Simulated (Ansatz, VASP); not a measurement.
**Al: VASP beside Ansatz**

One calculation is typed for both programs; each brings its own data sets. How far apart do they land? Of the first pair: The structure shown is the start of the Ansatz relaxation below; VASP solves that cell, so the two are compared at the walk's first step.

Calculated with Ansatz 0.2.0; plane waves, with VASP 6.6.1 beside it; PBEsol.

## Step 1: Set-up

The cell holds 10 atoms: 10 Al. Cell: a = 2.864 Å, b = 2.864 Å, c = 35.044 Å, α = 90.0°, β = 90.0°, γ = 60.0°. It derives from Al. As first built, before any earlier steps moved the atoms or strained the cell (in the runner's words): stoichiometric True; symmetric True; series ['metal Al111', 10, 'layers']. Vacuum lies along c.

## Step 2: Ansatz: relaxation, PBEsol

Ansatz runs on its PAW soft_1 files.

The two programs are compared at the cell with which this relaxation starts, whose forces are those of its first step.

Input file input.yaml:

```yaml
crystal:
  lattice:
    - [2.8637824638, 0.0, 0.0]
    - [1.4318912319, 2.4801083646, 0.0]
    - [0.0, 0.0, 35.044417312]
  atoms:
    - { symbol: Al, position: [0.0, 0.0, 0.800253492] }
    - { symbol: Al, position: [0.666666667, 0.666666667, 0.733530493] }
    - { symbol: Al, position: [0.333333333, 0.333333333, 0.666807495] }
    - { symbol: Al, position: [0.0, 0.0, 0.600084497] }
    - { symbol: Al, position: [0.666666667, 0.666666667, 0.533361499] }
    - { symbol: Al, position: [0.333333333, 0.333333333, 0.466638501] }
    - { symbol: Al, position: [0.0, 0.0, 0.399915503] }
    - { symbol: Al, position: [0.666666667, 0.666666667, 0.333192505] }
    - { symbol: Al, position: [0.333333333, 0.333333333, 0.266469507] }
    - { symbol: Al, position: [0.0, 0.0, 0.199746508] }
kpoints:
  mp_grid: { grid: [12, 12, 1] }
scf:
  occupations: { method: fermi_dirac, width: 0.05 }
  n_extra_bands: 10
hamiltonian:
  xc: pbesol
  pseudopotentials: { kind: paw, azcp: { folder: soft_1 }, xc_functional: pbe }
output:
  forces: true
  write_potential: true
  volumetric_format: []
relax:
  f_tol: 0.03
  max_steps: 45
  constraints: [{ sites: [3, 4, 5, 6] }]
```

Started as:

```bash
ansatz run input.yaml --threads 4 --pin off --max-ram 11264MiB --backend cpu --events-out ev --progress --plain --runs-dir out
```

Numbers of over 12 decimals in the logs are rounded to 6 here.

Log:

```text
scf.n_extra_bands = 10 over 15 filled bands (N_el = 30.0): the run solves 25 bands
Engine: ansatz 0.2.0, x86_64-unknown-linux-gnu
Pseudopotentials: kind: paw
Pseudopotential: Al, paw, valence charge 3, recommended cutoff 420 eV (normal), soft_1/Al.paw.azcp
Functional definition: PBEsol
  exchange = pbesol_x
  correlation = pbesol_c
Crystal: 10 atoms, lattice volume = 248.903 Å³
Basis set: ecut = 420 eV, 4893 PW (Γ), exchange–correlation on 40×40×480 points (8 copies of the dense FFT grid, shifted against one another)
Bands: 25, of which v1, the nominal top of the filled ones, is band 15 counted from 1 (14 counted from 0)
Symmetry: 12 space group operations
Space group: P-3m1 (ITA 164), of the structure as read, at distance tolerance 6.3e-5 Å
k-points: 19 of 144
Non-local potential: Al, projectors of the file, l = 0: 2, l = 1: 2, l = 2: 1
PAW form: soft (Blöchl's): semilocal exchange-correlation on the pseudo side does not see the compensation charge
PAW frozen core: Al, regenerated for the run's functional, and the local potential with it (the file was generated under x = pbe(κ = 0.804, μ = 0.219515), c = pbe(β = 0.066725))
PAW one-centre angular grid: Al, 110 points (default); XC on 64 Gauss nodes
Initial density: superposition of atomic densities (neutral atoms: chi_scale 0, normalization atom)
Initial wavefunctions: pseudopotential atomic-orbital guess
Functional: x = pbesol(κ = 0.804, μ = 0.123457), c = pbesol(β = 0.046)
SCF iter   1: F=—  HF=-5245.719475 eV  |F-HF|=—  |Δ(HF+E_count)|=         —  Δρ=2.08e-2  dr2=1.40e1  ethr=3.10e-3  ⟨swp⟩=11.5  Hψ=3394  notcnv=0  defer=2
preconditioner: auto → LDOS  [metal: Δε(μ)=0.100 eV  Ē_g=7.117 eV  σ=0.050 eV  W_gap=0.43  n_scr=20 (ndim 8)  ℏωp=12.9 eV  f_vac=0.258  D(μ)=2.63/eV (n_scr^D=14)  β→1.0]
SCF iter   2: F=—  HF=-5244.912583 eV  |F-HF|=—  |Δ(HF+E_count)|=   8.07e-1  Δρ=9.28e-3  dr2=5.84e0  ethr=3.10e-3  ⟨swp⟩=5.3  Hψ=1390  notcnv=0  defer=44
SCF iter   3: F=—  HF=-5244.655053 eV  |F-HF|=—  |Δ(HF+E_count)|=   2.58e-1  Δρ=2.05e-3  dr2=4.09e-2  ethr=3.10e-3  ⟨swp⟩=3.6  Hψ=826  notcnv=0  defer=43
SCF iter   4: F=—  HF=-5244.649075 eV  |F-HF|=—  |Δ(HF+E_count)|=   5.98e-3  Δρ=4.67e-4  dr2=1.28e-3  ethr=1.36e-4  ⟨swp⟩=2.9  Hψ=913  notcnv=0  defer=45
SCF iter   5: F=—  HF=-5244.649124 eV  |F-HF|=—  |Δ(HF+E_count)|=   4.88e-5  Δρ=1.30e-4  dr2=3.08e-4  ethr=4.28e-6  ⟨swp⟩=2.6  Hψ=807  notcnv=0  defer=43
SCF iter   6: F=-5244.649116 eV  HF=-5244.649119 eV  |F-HF|=2.27e-6  |Δ(HF+E_count)|=   5.36e-6  Δρ=2.83e-5  dr2=5.91e-6  ethr=7.50e-8  ⟨swp⟩=11.4  Hψ=4022  notcnv=0
SCF 1 converged in 6 iterations: F = -5244.649116 eV  dr2 = 5.91e-6
  greatest PAW one-centre occupation: 0.467 electrons in one spin orbital (limit 2), on the Al atom at site 9 (counted from 0), in its partial waves of l = 0
relax step   1: F+E_penalty+E_count = -5244.64911650 eV  Δ(F+E_penalty+E_count) = +0.000e0 eV  max|allowed force component| = 1.036e-1 eV/Å  Δτ_max = 0.0000 Å  (6 SCF iters, dr2 threshold 2.25e-5 eV, accepted)
[...]
relax step   2: F+E_penalty+E_count = -5244.66865890 eV  Δ(F+E_penalty+E_count) = -1.954e-2 eV  max|allowed force component| = 5.278e-2 eV/Å  Δτ_max = 0.1626 Å  (7 SCF iters, accepted)
[...]
relax step   3: F+E_penalty+E_count = -5244.66974626 eV  Δ(F+E_penalty+E_count) = -1.087e-3 eV  max|allowed force component| = 1.719e-3 eV/Å  Δτ_max = 0.0248 Å  (5 SCF iters, accepted)
NSCF: frozen V_eff on 19 k-points
the band table was solved once a step of the walk had ended and its energy, with any forces and stress, was formed, with the checks that follow a solve (4055 applications of the Hamiltonian). They found nothing against the state; the energy, forces and stress were not computed again (output.eigenvalues in the input reference)
WARN: The output density's exchange-correlation potential varies sharply where the density is thin. Do not read a vacuum level from v_tot or v_xc, or from such a field of the output density. On a cell that repeats whose density bears no net charge and no dipole along the vacuum's axis use v_es (v_loc + v_h of the components); under efield.dipole_correction with no amplitude use v_es + v_field, which holds any externa [...]
SCF converged after 5 iterations
Free energy (F): -5244.669746 eV
Harris-Foulkes:  -5244.669746 eV  (|F-HF|=3.51e-8)
Internal energy: -5244.643046 eV  (E = F + TS)
E sigma→0 (E₀):  -5244.656396 eV
Entropy (-TS):   -0.026700 eV (-2.670 meV/atom)
Fermi energy:    3.865754 eV
--- Per-component energies (eV) ---
  E_band       = -13.603962
  E_kinetic    = 222.652941
  E_local      = -7694.043288  (includes V_loc(G=0)·N_el)
  E_nonlocal   = 101.121422
  E_hartree    = 3841.074226
  E_xc         = -372.207317
  E_vxc        = -291.010403  (∫ρ·V_xc dr)
  E_paw        = -4567.076889  (= ΣΔE_a)
  E_vpaw       = -34.470571  (= ΣTr[D̂ρ^β])
  E_aug_tail   = -0.000028  (compensation charges beyond the density's cutoff)
  E_ewald      = 3223.644497
  E_core_change = 0.191391  (= ΣΔE_core)
  E_smearing   = -0.026700  (= −TS)
  E_closure    = 0.000000  (closes the sum)
  Σ components = -5244.669746   (vs F -5244.669746, Δ=0.00e0)
--- Forces (eV/Å), atoms counted from 1 ---
  atom   1  Al     0.00000000    -0.00000000     0.00046498
  atom   2  Al     0.00000000    -0.00000000    -0.00171934
  atom   3  Al     0.00000000     0.00000000    -0.00002269
  atom   4  Al     0.00000000     0.00000000    -0.11476831
  atom   5  Al     0.00000000     0.00000000    -0.03917014
  atom   6  Al     0.00000000    -0.00000000     0.03917014
  atom   7  Al    -0.00000000    -0.00000000     0.11476831
  atom   8  Al     0.00000000    -0.00000000     0.00002269
  atom   9  Al     0.00000000     0.00000000     0.00171934
  atom  10  Al     0.00000000     0.00000000    -0.00046498
  max |Σ_I F_I| component: 3.25e-17 eV/Å
--- Band table (eV; the first three rows and the last of 19) ---
  k-point 0: bands = [... 11 lower, 1.2542, 2.6531, 4.0255, 5.3929, 6.6564, 7.4459, 8.3190, 8.4438, ... 6 higher]
  k-point 1: bands = [... 11 lower, 1.4104, 2.8075, 4.1773, 5.5420, 6.8047, 7.6045, 8.4707, 8.5942, ... 6 higher]
  k-point 2: bands = [... 11 lower, 1.8760, 3.2644, 4.6211, 5.9656, 7.1985, 8.0254, 8.6468, 8.9028, ... 6 higher]
  k-point 18: bands = [... 11 lower, 1.5580, 1.9415, 1.9415, 1.9740, 2.4938, 2.4938, 2.5092, 3.2300, ... 6 higher]
--- Relaxed structure (3 steps of the walk, 3 accepted, 0 SCFs on fresh bases) ---
  F+E_penalty+E_count = -5244.66974626 eV   max|allowed force component| = 1.719e-3 eV/Å
  atoms:
    - { symbol: Al, position: [0, 0, 0.796322] }
    - { symbol: Al, position: [0.666667, 0.666667, 0.730377] }
    - { symbol: Al, position: [0.333333, 0.333333, 0.665360] }
    - { symbol: Al, position: [0.0, 0.0, 0.600084] }
    - { symbol: Al, position: [0.666667, 0.666667, 0.533361499] }
    - { symbol: Al, position: [0.333333, 0.333333, 0.466638501] }
    - { symbol: Al, position: [0.0, 0.0, 0.399916] }
    - { symbol: Al, position: [0.666667, 0.666667, 0.334640] }
    - { symbol: Al, position: [0.333333, 0.333333, 0.269623] }
    - { symbol: Al, position: [0, 0, 0.203678] }
```

Reading the cycles: dr2 is the Hartree energy of the density residual (eV), the measure of convergence; HF is the Harris–Foulkes estimate of the energy, which meets the free energy F at convergence.

## Step 3: VASP: single point, PBEsol, start cell, pair 1

The same cell, functional, mesh and smearing now go to VASP, with its own data sets.

Lines of VASP's logs that name or quote its potential files are left out, and so is its time.

Input file INCAR:

```
SYSTEM = Al
PREC = Accurate
ENCUT = 400
EDIFF = 1E-06
NELM = 120
ISMEAR = -1
SIGMA = 0.05
LREAL = .FALSE.
ALGO = Normal
GGA = PS
NBANDS = 25
LORBIT = 11
LWAVE = .FALSE.
LCHARG = .FALSE.
ISIF = 2
LASPH = .TRUE.
GGA_COMPAT = .FALSE.
KPAR = 2
```

Input file POSCAR:

```
Al
1.0
    2.8637824638      0.0000000000      0.0000000000
    1.4318912319      2.4801083646      0.0000000000
    0.0000000000      0.0000000000     35.0444173120
Al
10
Direct
    0.0000000000      0.0000000000      0.8002534870
    0.6666666667      0.6666666667      0.7335304915
    0.3333333333      0.3333333333      0.6668074960
    0.0000000000      0.0000000000      0.6000845005
    0.6666666667      0.6666666667      0.5333615050
    0.3333333333      0.3333333333      0.4666384950
    0.0000000000      0.0000000000      0.3999154996
    0.6666666667      0.6666666667      0.3331925041
    0.3333333333      0.3333333333      0.2664695085
    0.0000000000      0.0000000000      0.1997465130
```

Input file KPOINTS:

```
Automatic mesh
0
Gamma
12 12 1
0 0 0
```

Potentials, in the order of the species: Al (PBE family, release 64).

Started as:

```bash
mpirun -np 2 vasp_std
```

Log:

```text
[banner, memory and clock lines left out]
running    2 mpi-ranks, on    1 nodes
 distrk:  each k-point on    1 cores,    2 groups
 distr:  one band on    1 cores,    1 groups

 POSCAR found type information on POSCAR Al
 POSCAR found :  1 types and      10 ions
|                                                                             |
|               ----> ADVICE to this user running VASP <----                  |
|                                                                             |
|     You enforced a specific xc type in the INCAR file but a different       |
|     [... a line on the potential file left out ...]
|     I HOPE YOU KNOW WHAT YOU ARE DOING!                                     |
|                                                                             |

 LDA part: xc-table for (Slater+PW92), standard interpolation
 POSCAR, INCAR and KPOINTS ok, starting setup
 FFT: planning ... GRIDC
 FFT: planning ... GRID_SOFT
 FFT: planning ... GRID
 WAVECAR not read
 entering main loop
       N       E                     dE             d eps       ncg     rms          rms(c)
DAV:   1     0.465064668216E+02    0.46506E+02   -0.85964E+03   950   0.745E+02
DAV:   2    -0.364599567922E+02   -0.82966E+02   -0.76241E+02  1218   0.126E+02
DAV:   3    -0.408795057390E+02   -0.44195E+01   -0.42467E+01  1403   0.264E+01
DAV:   4    -0.410207638517E+02   -0.14126E+00   -0.14069E+00  1420   0.544E+00
DAV:   5    -0.410246698368E+02   -0.39060E-02   -0.39054E-02  1491   0.927E-01    0.462E+00
DAV:   6    -0.448825228346E+02   -0.38579E+01   -0.26367E+01  1551   0.192E+01    0.558E+00
DAV:   7    -0.403548703126E+02    0.45277E+01   -0.28852E+01  1497   0.190E+01    0.273E+00
DAV:   8    -0.402562479680E+02    0.98622E-01   -0.47272E+00  1150   0.677E+00    0.140E+00
DAV:   9    -0.400803415151E+02    0.17591E+00   -0.62626E-01  1196   0.336E+00    0.435E-01
DAV:  10    -0.400817421526E+02   -0.14006E-02   -0.65392E-02  1307   0.108E+00    0.400E-01
DAV:  11    -0.400820172149E+02   -0.27506E-03   -0.40250E-03  1218   0.311E-01    0.240E-01
DAV:  12    -0.400802258648E+02    0.17914E-02   -0.43408E-03  1234   0.226E-01    0.166E-01
DAV:  13    -0.400795774099E+02    0.64845E-03   -0.11517E-03  1175   0.147E-01    0.727E-02
DAV:  14    -0.400795244827E+02    0.52927E-04   -0.65953E-04  1169   0.105E-01    0.225E-02
DAV:  15    -0.400794436673E+02    0.80815E-04   -0.26006E-04  1143   0.633E-02    0.346E-02
DAV:  16    -0.400795823390E+02   -0.13867E-03   -0.42023E-05  1163   0.256E-02    0.209E-02
DAV:  17    -0.400797122888E+02   -0.12995E-03   -0.16760E-05  1103   0.166E-02    0.119E-02
DAV:  18    -0.400799395908E+02   -0.22730E-03   -0.21886E-05  1087   0.155E-02    0.119E-02
DAV:  19    -0.400800414958E+02   -0.10191E-03   -0.68406E-06  1095   0.866E-03    0.574E-03
DAV:  20    -0.400800677366E+02   -0.26241E-04   -0.11545E-06   837   0.399E-03    0.229E-03
DAV:  21    -0.400800947353E+02   -0.26999E-04   -0.11625E-06   778   0.297E-03    0.221E-03
DAV:  22    -0.400800982381E+02   -0.35028E-05   -0.11300E-07   749   0.146E-03    0.491E-04
DAV:  23    -0.400801018506E+02   -0.36125E-05   -0.15913E-07   693   0.113E-03    0.859E-04
DAV:  24    -0.400801023921E+02   -0.54151E-06   -0.32684E-08   702   0.755E-04
   1 F= -.40080102E+02 E0= -.40064501E+02  d E =-.312029E-01
```

From OUTCAR (step 3):

```text
ion  position               nearest neighbor table
   1  0.000  0.000  0.800-   2 2.86   2 2.86   2 2.86
   2  0.667  0.667  0.734-   3 2.86   1 2.86   3 2.86   1 2.86   1 2.86   3 2.86
   3  0.333  0.333  0.667-   4 2.86   2 2.86   2 2.86   4 2.86   4 2.86   2 2.86
   4  0.000  0.000  0.600-   3 2.86   5 2.86   3 2.86   5 2.86   3 2.86   5 2.86
   5  0.667  0.667  0.533-   4 2.86   4 2.86   4 2.86   6 2.86   6 2.86   6 2.86
   6  0.333  0.333  0.467-   7 2.86   7 2.86   7 2.86   5 2.86   5 2.86   5 2.86
   7  0.000  0.000  0.400-   6 2.86   6 2.86   6 2.86   8 2.86   8 2.86   8 2.86
   8  0.667  0.667  0.333-   7 2.86   7 2.86   7 2.86   9 2.86   9 2.86   9 2.86
   9  0.333  0.333  0.266-  10 2.86  10 2.86  10 2.86   8 2.86   8 2.86   8 2.86
  10  0.000  0.000  0.200-   9 2.86   9 2.86   9 2.86

  LATTYP: Found a hexagonal cell.
 ALAT       =     2.8637824638
 C/A-ratio  =    12.2371087031

 Subroutine GETGRP returns: Found 12 space group operations
 (whereof 12 operations were pure point group operations)

The static configuration has the point symmetry D_3d.

 Found     19 irreducible k-points:

   k-points           NKPTS =     19   k-points in BZ     NKDIM =     19   number of bands    NBANDS=     25

   dimension x,y,z NGX =    20 NGY =   20 NGZ =  240
   dimension x,y,z NGXF=    40 NGYF=   40 NGZF=  480

   ENCUT  =  400.0 eV  29.40 Ry    5.42 a.u.   4.67  4.67 57.15*2*pi/ulx,y,z

   NELECT =      30.0000    total number of electrons

 k-points in reciprocal lattice and weights: Automatic mesh
   0.00000000  0.00000000  0.00000000       0.007
   0.08333333 -0.00000000  0.00000000       0.042
   0.16666667 -0.00000000  0.00000000       0.042
   0.25000000  0.00000000  0.00000000       0.042
   0.33333333 -0.00000000  0.00000000       0.042
   0.41666667 -0.00000000  0.00000000       0.042
   0.50000000  0.00000000  0.00000000       0.021
   0.16666667  0.08333333  0.00000000       0.042
   0.25000000  0.08333333  0.00000000       0.083
[...]
-0.41666667  0.25000000  0.00000000       0.083
  -0.33333333  0.33333333  0.00000000       0.014

 average (electrostatic) potential at core
       1 -76.4194       2 -76.3192       3 -76.3068       4 -76.3225       5 -76.3079
       6 -76.3079       7 -76.3225       8 -76.3068       9 -76.3192      10 -76.4194

 E-fermi :   3.9112

 k-point     1 :       0.0000    0.0000    0.0000
  band No.  band energies     occupation
    ...
     10      -1.1258      2.00000
     11      -0.0725      2.00000
     12       1.2399      2.00000
     13       2.5715      2.00000
     14       3.9413      0.70812
     15       5.3083      0.00000
     16       6.5773      0.00000
     17       7.4298      0.00000
     18       8.3082      0.00000
     19       8.4308      0.00000
    ...

 k-point     2 :       0.0833   -0.0000    0.0000
  band No.  band energies     occupation
    ...
      9      -2.0873      2.00000
     10      -0.9631      2.00000
     11       0.0836      2.00000
     12       1.3967      2.00000
     13       2.7265      2.00000
     14       4.0940      0.05042
     15       5.4585      0.00000
     16       6.7265      0.00000
     17       7.5880      0.00000
     18       8.4617      0.00000
    ...

 k-point     3 :       0.1667   -0.0000    0.0000
  band No.  band energies     occupation
    ...
      9      -1.6019      2.00000
     10      -0.4774      2.00000
     11       0.5510      2.00000
     12       1.8641      2.00000
     13       3.1865      2.00000
     14       4.5424      0.00001
     15       5.8894      0.00000
     16       7.1340      0.00000
     17       8.0176      0.00000
     18       8.7282      0.00000
    ...

  Total       -2.6262811     -2.6262811     -2.7481973      0.0000000      0.0000000     -0.0000000
  in kB      -16.9052760    -16.9052760    -17.6900464      0.0000000      0.0000000     -0.0000000
  external PRESSURE =     -17.1668661 kB  Pullay stress =       0.0000000 kB

  energy-cutoff  :      400.00
  volume of cell :      248.90
      direct lattice vectors                 reciprocal lattice vectors
     2.863782464  0.000000000  0.000000000     0.349188534 -0.201604094  0.000000000
     1.431891232  2.480108365  0.000000000     0.000000000  0.403208188  0.000000000
     0.000000000  0.000000000 35.044417312     0.000000000  0.000000000  0.028535215

 POSITION                                       TOTAL-FORCE (eV/Angst)
 -----------------------------------------------------------------------------------
      0.00000      0.00000     28.04442        -0.000000     -0.000000     -0.064719
      2.86378      1.65341     25.70615         0.000000      0.000000     -0.103299
      1.43189      0.82670     23.36788        -0.000000     -0.000000      0.029065
      0.00000      0.00000     21.02961        -0.000000     -0.000000      0.012310
      2.86378      1.65341     18.69134        -0.000000      0.000000     -0.038084
      1.43189      0.82670     16.35307         0.000000     -0.000000      0.038084
      0.00000      0.00000     14.01481         0.000000     -0.000000     -0.012310
      2.86378      1.65341     11.67654         0.000000     -0.000000     -0.029065
      1.43189      0.82670      9.33827         0.000000     -0.000000      0.103299
      0.00000      0.00000      7.00000         0.000000      0.000000      0.064719
 -----------------------------------------------------------------------------------
    total drift:                               -0.000000     -0.000000     -0.000000

  FREE ENERGIE OF THE ION-ELECTRON SYSTEM (eV)
  ---------------------------------------------------
  free  energy   TOTEN  =       -40.0801023921 eV

  energy  without entropy=      -40.0488995301  energy(sigma->0) =      -40.06450096

 total charge
# of ion       s       p       d       tot
------------------------------------------
    1        0.454   0.306   0.000   0.760
    2        0.430   0.339   0.000   0.769
    3        0.431   0.336   0.000   0.768
    4        0.430   0.337   0.000   0.767
    5        0.431   0.338   0.000   0.768
    6        0.431   0.338   0.000   0.768
    7        0.430   0.337   0.000   0.767
    8        0.431   0.336   0.000   0.768
    9        0.430   0.339   0.000   0.769
   10        0.454   0.306   0.000   0.760
--------------------------------------------------
tot          4.352   3.312   0.000   7.664

[... 3 further parts left out ...]
```

## Step 4: Side by side

Known differences besides the potentials themselves: the cutoff is 420 eV in Ansatz and 400 eV in VASP; Ansatz makes its cores anew for this functional, VASP keeps those of its PBE data sets. Total energies have different zeros and are not compared.

Forces (eV/Å; atoms numbered as in POSCAR):

```tsv
atom	Ansatz x, y, z	VASP x, y, z
Al1	0.000, 0.000, -0.068	0.000, 0.000, -0.065
Al2	0.000, 0.000, -0.104	0.000, 0.000, -0.103
Al3	0.000, 0.000, 0.030	0.000, 0.000, 0.029
Al4	0.000, 0.000, 0.011	0.000, 0.000, 0.012
Al5	0.000, 0.000, -0.038	0.000, 0.000, -0.038
Al6	0.000, 0.000, 0.038	0.000, 0.000, 0.038
Al7	0.000, 0.000, -0.011	0.000, 0.000, -0.012
Al8	0.000, 0.000, -0.030	0.000, 0.000, -0.029
Al9	0.000, 0.000, 0.104	0.000, 0.000, 0.103
Al10	0.000, 0.000, 0.068	0.000, 0.000, 0.065
```

The forces differ by 1.0 meV/Å r.m.s., which is 3.1 % of the r.m.s. force of 0.034 eV/Å (both taken over all components). Where the cell holds vacuum, a pressure given here is an average over it and none of the material.

## Step 5: Ansatz: relaxation, PBEsol

This run makes the geometry at which the two programs are then compared.

The structure compared here is the end of the Ansatz relaxation.

This is the run of step 2 again, met here at its other cell.

(Continued in part 2 of 2.)

[Lines on the potential files, build, host, timing and source positions are cut from VASP's logs without a mark.]

[Logs are printed without paths, hosts, clocks, repeated set-up lines and the standing remarks that a program may print on its own settings, such as how far it seeks lower states.]

[Hosts, paths, dates, database ids (printed as entryN), source tags and the programs' standing remarks are cut or masked in the printed files.]
